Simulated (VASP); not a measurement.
Runs of VASP 6.6.1 on ZnO (nc). It takes space group P6_3mc (No. 186, hexagonal). The conventional cell has a = 3.249 Å, b = 3.249 Å, c = 5.206 Å, α = 90.00°, β = 90.00°, γ = 120.00°. Zn (site symmetry 3m) has 4 O at 1.97 to 1.98 Å as nearest neighbours. O (site symmetry 3m) has 4 Zn at 1.97 to 1.98 Å as nearest neighbours. 

```tsv
task	cell	cutoff (eV)	gap on the mesh (eV)	pressure (GPa)
relaxation of cell and atoms	relaxed	600	0.72	0.0
single point	P6_3mc, 11.57 Å³/atom	520	0.82	(a)
single point	P6_3mc, 12.31 Å³/atom	520	0.73	1.1
relaxation of shape and atoms at fixed volume	relaxed at fixed volume	600	0.82	10.4
```

Alike in all rows: level PBE; potentials or basis VASP PAW PBE potentials, release 64 (Zn, O); no spin polarisation; k mesh 9 × 9 × 6; smearing gaussian 0.02 eV.

Problem. Estimate the missing entries.

Solution. (a) 10.6.

Caveats: the relaxation stopped at its first step, so nothing moved (some runs).

